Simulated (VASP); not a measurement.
Data:

```
BaZrO3
1.0
    4.19000     0.00000     0.00000
    0.00000     4.19000     0.00000
    0.00000     0.00000     4.19000
Ba Zr O
1 1 3
Direct
  0.00000   0.00000   0.00000
  0.50000   0.50000   0.50000
  0.50000   0.00000   0.50000
  0.00000   0.50000   0.50000
  0.50000   0.50000   0.00000
```

All values below come from MS2 meta-GGA, VASP's PBE PAW potentials (set 64) (plane waves; VASP). Settings: 520 eV cut-off, 5×5×5 Γ-centred mesh, Gaussian smearing of 0.050 eV, potentials Ba_sv Zr_sv O.

The ions, cell shape and volume are relaxed. Give the cell that the relaxation ends in.

```
BaZrO3
1.0
    4.20604     0.00000     0.00000
    0.00000     4.20604     0.00000
    0.00000     0.00000     4.20604
Ba Zr O
1 1 3
Direct
  0.00000   0.00000   0.00000
  0.50000   0.50000   0.50000
  0.50000   0.00000   0.50000
  0.00000   0.50000   0.50000
  0.50000   0.50000   0.00000
```
Space group Pm-3m (221), at a tolerance of 0.03 Å.

How do energy and volume change from the first to the last step?

The energy (σ→0) changes by -1.0 meV/atom and the volume by +1.2 %, in 3 ionic steps.

The compound is BaZrO3 in the cubic perovskite structure. This run relaxes it. Symmetry was kept, so distortions that lower it aren't found.
